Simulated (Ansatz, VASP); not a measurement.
# Li2TaSb2 in VASP and in Ansatz

```
CELL_PARAMETERS angstrom
3.84857 0.00000 0.00000
0.00000 3.84857 0.00000
0.00000 0.00000 7.72144
ATOMIC_POSITIONS crystal
Li 0.50000 0.50000 0.66409
Li 0.50000 0.50000 0.33591
Ta 0.00000 0.00000 0.00000
Sb 0.00000 0.00000 0.50000
Sb 0.50000 0.50000 0.00000
```

Alike in both runs: functional PBE; k mesh 4 × 4 × 2; occupations gaussian, width 0.1 eV; no spin polarisation.

Ansatz relaxed the structure, and its values are those at the end. VASP's run is a single point on that final structure, the one shown.

```csv
,VASP,Ansatz
version,VASP 6.6.1,Ansatz 0.2.0
potentials or method,"VASP PAW PBE potentials, release 64 (Li_sv, Ta_pv, Sb)","scalar-relativistic, plane waves, PAW"
plane-wave cutoff (eV),520,420
valence electrons in the cell,27,49
```

```tsv
	VASP	Ansatz	Ansatz less VASP
gap on the k mesh at the Fermi level (eV)	none	none	-
rms of the force components (eV/Å)	0.012	0.009	-0.0030
```

A gap of «none» marks a metal or a gap that the smearing closes. The two sets of potentials don't hold the same shells in valence.

Caveats: the k mesh is coarse (spacing up to 0.41 Å⁻¹), so the values aren't converged. Spin-orbit coupling is left out, which matters for the levels of Sb, Ta.
